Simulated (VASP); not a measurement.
Calculation: PBE GGA, VASP's PBE PAW potentials (set 64) (plane waves; VASP).

VASP ran on this input.

File POSCAR:
```
NiO
5.1194340
  0.8164965111   0.4082482556   0.4082482556
  0.4082482556   0.8164965111   0.4082482556
  0.4082482556   0.4082482556   0.8164965111
Ni O
2 2
Cartesian
  0.0000000000   0.0000000000   0.0000000000
  0.8164965111   0.8164965111   0.8164965111
  0.4082482556   0.4082482556   0.4082482556
  1.2247447667   1.2247447667   1.2247447667
```

File KPOINTS:
```
Automatic mesh
0
Gamma
8 8 8
0 0 0
```

### INCAR
```
SYSTEM = NiO
PREC = Accurate
ENCUT = 520
EDIFF = 1E-6
NELM = 100
ALGO = Normal
LREAL = .FALSE.
LASPH = .TRUE.
ISMEAR = 2
SIGMA = 0.5
GGA = PE
LMAXMIX = 4
ISPIN = 2
MAGMOM = 2.0 -2.0 0.0 0.0
LORBIT = 10
LWAVE = .FALSE.
LCHARG = .FALSE.
ISIF = 2
```

POTCAR, in this order: Ni O (PBE.64 set). Program: vasp_std.

The resulting files:

OSZICAR:
```
       N       E                     dE             d eps       ncg     rms          rms(c)
DAV:   1     0.257619914439E+03    0.25762E+03   -0.15902E+04  5272   0.211E+03
DAV:   2     0.285015625764E+01   -0.25477E+03   -0.23827E+03  5404   0.409E+02
DAV:   3    -0.267648890747E+02   -0.29615E+02   -0.28251E+02  5884   0.159E+02
DAV:   4    -0.277265048261E+02   -0.96162E+00   -0.95550E+00  5868   0.305E+01
DAV:   5    -0.277543378880E+02   -0.27833E-01   -0.27820E-01  6176   0.486E+00    0.206E+01
DAV:   6    -0.252294602559E+02    0.25249E+01   -0.50676E+01  7928   0.115E+02    0.231E+01
DAV:   7    -0.232475974358E+02    0.19819E+01   -0.80389E+00  6560   0.898E+01    0.940E+00
DAV:   8    -0.235047432715E+02   -0.25715E+00   -0.26412E+00  5896   0.137E+01    0.632E+00
DAV:   9    -0.234167454722E+02    0.87998E-01   -0.17960E-01  8180   0.114E+01    0.175E+00
DAV:  10    -0.234389837823E+02   -0.22238E-01   -0.77965E-02  6872   0.396E+00    0.762E-01
DAV:  11    -0.234377293867E+02    0.12544E-02   -0.10446E-02  8092   0.280E+00    0.140E-01
DAV:  12    -0.234381205056E+02   -0.39112E-03   -0.38791E-03  6984   0.670E-01    0.851E-02
DAV:  13    -0.234380730306E+02    0.47475E-04   -0.15899E-04  7024   0.146E-01    0.452E-02
DAV:  14    -0.234380809470E+02   -0.79164E-05   -0.18184E-04  7460   0.136E-01    0.337E-02
DAV:  15    -0.234380736743E+02    0.72727E-05   -0.21166E-05  7632   0.591E-02    0.134E-02
DAV:  16    -0.234380733854E+02    0.28892E-06   -0.10646E-05  6772   0.401E-02    0.351E-03
DAV:  17    -0.234380733009E+02    0.84513E-07   -0.51853E-07  2660   0.142E-02
   1 F= -.23438073E+02 E0= -.23455264E+02  d E =0.687646E-01  mag=     0.0000
```

**OUTCAR**
```
------------------------ aborting loop because EDIFF is reached ----------------------------------------
  FORCE on cell =-STRESS in cart. coord.  units (eV):
  Direction    XX          YY          ZZ          XY          YZ          ZX
  --------------------------------------------------------------------------------------
  Total        0.3592760      0.3592760      0.3592760      0.0302296      0.0302296      0.0302296
  in kB       15.7630401     15.7630401     15.7630401      1.3263075      1.3263075      1.3263075
  external PRESSURE =      15.7630401 kB  Pullay stress =       0.0000000 kB
  volume of cell :       36.52
      direct lattice vectors                 reciprocal lattice vectors
     4.180000000  2.090000000  2.090000000     0.358851675 -0.119617225 -0.119617225
     2.090000000  4.180000000  2.090000000    -0.119617225  0.358851675 -0.119617225
     2.090000000  2.090000000  4.180000000    -0.119617225 -0.119617225  0.358851675
 POSITION                                       TOTAL-FORCE (eV/Angst)
 -----------------------------------------------------------------------------------
      0.00000      0.00000      0.00000        -0.000000     -0.000000     -0.000000
      4.18000      4.18000      4.18000        -0.000000      0.000000     -0.000000
      2.09000      2.09000      2.09000         0.000000      0.000000      0.000000
      6.27000      6.27000      6.27000         0.000000     -0.000000      0.000000
 -----------------------------------------------------------------------------------
    total drift:                                0.000000     -0.000000     -0.000000
  FREE ENERGIE OF THE ION-ELECTRON SYSTEM (eV)
  ---------------------------------------------------
  free  energy   TOTEN  =       -23.4380733009 eV

  energy  without entropy=      -23.5068378737  energy(sigma->0) =      -23.45526444

 total charge

# of ion       s       p       d       tot
------------------------------------------
    1        0.329   0.400   8.263   8.992
    2        0.329   0.400   8.263   8.992
    3        1.562   3.408   0.000   4.971
    4        1.562   3.408   0.000   4.971
--------------------------------------------------
tot          3.782   7.617  16.527  27.926

 magnetization (x)

# of ion       s       p       d       tot
------------------------------------------
    1       -0.009  -0.013   1.377   1.354
    2        0.009   0.013  -1.377  -1.354
    3        0.000   0.000   0.000   0.000
    4        0.000   0.000   0.000   0.000
--------------------------------------------------
tot          0.000  -0.000  -0.000  -0.000
```
(Selected blocks of OUTCAR.)

The compound is NiO in the rock salt, AFM-II order structure. The cell was not relaxed at this level. The run is one of a series of settings (ISMEAR = 2, SIGMA = 0.5 against the base run), some of them coarse on purpose.
